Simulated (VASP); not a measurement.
An input for Ansatz (written as the equivalent of a VASP run, and not itself run):

Ansatz 0.2 input:
```yaml
crystal:
  lattice:
    - [5.2402590, 0.0000000, 0.0000000]
    - [0.0000000, 9.3569370, 0.0000000]
    - [0.0000000, 0.0000000, 5.5557460]
  atoms:
    - { symbol: Ti, position: [0.1379100, 0.3710300, 0.4025800] }
    - { symbol: Ti, position: [0.8620900, 0.6289700, 0.5974200] }
    - { symbol: Ti, position: [0.3620900, 0.6289700, 0.9025800] }
    - { symbol: Ti, position: [0.6379100, 0.3710300, 0.0974200] }
    - { symbol: Ti, position: [0.6379100, 0.1289700, 0.5974200] }
    - { symbol: Ti, position: [0.3620900, 0.8710300, 0.4025800] }
    - { symbol: Ti, position: [0.8620900, 0.8710300, 0.0974200] }
    - { symbol: Ti, position: [0.1379100, 0.1289700, 0.9025800] }
    - { symbol: O, position: [0.4647100, 0.2697100, 0.3899900] }
    - { symbol: O, position: [0.5352900, 0.7302900, 0.6100100] }
    - { symbol: O, position: [0.0352900, 0.7302900, 0.8899900] }
    - { symbol: O, position: [0.9647100, 0.2697100, 0.1100100] }
    - { symbol: O, position: [0.9647100, 0.2302900, 0.6100100] }
    - { symbol: O, position: [0.0352900, 0.7697100, 0.3899900] }
    - { symbol: O, position: [0.5352900, 0.7697100, 0.1100100] }
    - { symbol: O, position: [0.4647100, 0.2302900, 0.8899900] }
    - { symbol: O, position: [0.8166300, 0.0104800, 0.8511900] }
    - { symbol: O, position: [0.1833700, 0.9895200, 0.1488100] }
    - { symbol: O, position: [0.6833700, 0.9895200, 0.3511900] }
    - { symbol: O, position: [0.3166300, 0.0104800, 0.6488100] }
    - { symbol: O, position: [0.3166300, 0.4895200, 0.1488100] }
    - { symbol: O, position: [0.6833700, 0.5104800, 0.8511900] }
    - { symbol: O, position: [0.1833700, 0.5104800, 0.6488100] }
    - { symbol: O, position: [0.8166300, 0.4895200, 0.3511900] }
kpoints:
  mp_grid: { grid: [7, 4, 7], shift: [0.5, 0.5, 0.5] }
hamiltonian:
  xc: pbesol
  pseudopotentials: { kind: paw }
scf:
  occupations: { method: gaussian, width: 0.01 }
  max_iter: 100
output: { forces: true, stress: true, eigenvalues: true }
```

**Question.** Translate this input to VASP (INCAR, KPOINTS, POSCAR, choice of POTCAR).

**Answer.** One answer among several that fit: 
### KPOINTS
```
Automatic
0
gamma
  7 4 7
0.5 0.5 0.5
```

### INCAR
```
SYSTEM=TiO2
PREC=Accurate; ENCUT=400; LREAL=Auto
LASPH=.TRUE.
EDIFF=1E-6; NELM=100; ALGO=Normal
LMAXMIX=4
ISMEAR=0; SIGMA=0.01
GGA=PS
ISIF=2
LWAVE=.FALSE.; LCHARG=.FALSE.
```

File POSCAR:
```
TiO2
9.3569370
  0.5600400003   0.0000000000   0.0000000000
  0.0000000000   1.0000000000   0.0000000000
  0.0000000000   0.0000000000   0.5937569100
Ti O
8 16
direct
  0.1379100000   0.3710300000   0.4025800000
  0.8620900000   0.6289700000   0.5974200000
  0.3620900000   0.6289700000   0.9025800000
  0.6379100000   0.3710300000   0.0974200000
  0.6379100000   0.1289700000   0.5974200000
  0.3620900000   0.8710300000   0.4025800000
  0.8620900000   0.8710300000   0.0974200000
  0.1379100000   0.1289700000   0.9025800000
  0.4647100000   0.2697100000   0.3899900000
  0.5352900000   0.7302900000   0.6100100000
  0.0352900000   0.7302900000   0.8899900000
  0.9647100000   0.2697100000   0.1100100000
  0.9647100000   0.2302900000   0.6100100000
  0.0352900000   0.7697100000   0.3899900000
  0.5352900000   0.7697100000   0.1100100000
  0.4647100000   0.2302900000   0.8899900000
  0.8166300000   0.0104800000   0.8511900000
  0.1833700000   0.9895200000   0.1488100000
  0.6833700000   0.9895200000   0.3511900000
  0.3166300000   0.0104800000   0.6488100000
  0.3166300000   0.4895200000   0.1488100000
  0.6833700000   0.5104800000   0.8511900000
  0.1833700000   0.5104800000   0.6488100000
  0.8166300000   0.4895200000   0.3511900000
```

POTCAR, in this order: Ti_sv O (PBE.64 set). Program: vasp_std.

What does not carry over: each code has its own PAW files, so the cut-off isn't converted (ENCUT is set for VASP's; basis.ecutwfc is left out, and Ansatz then takes the one that its files recommend); Ansatz stops its SCF on the density residual and VASP on the energy change (EDIFF).

The structure comes from a computed database's TiO2 entry, a phase known from measurement. The cell was not relaxed at this level. The run is one of a series of settings (KPOINTS 7×4×7 Γ-centred mesh shifted by (0.5, 0.5, 0.5) against the base run), some of them coarse on purpose.
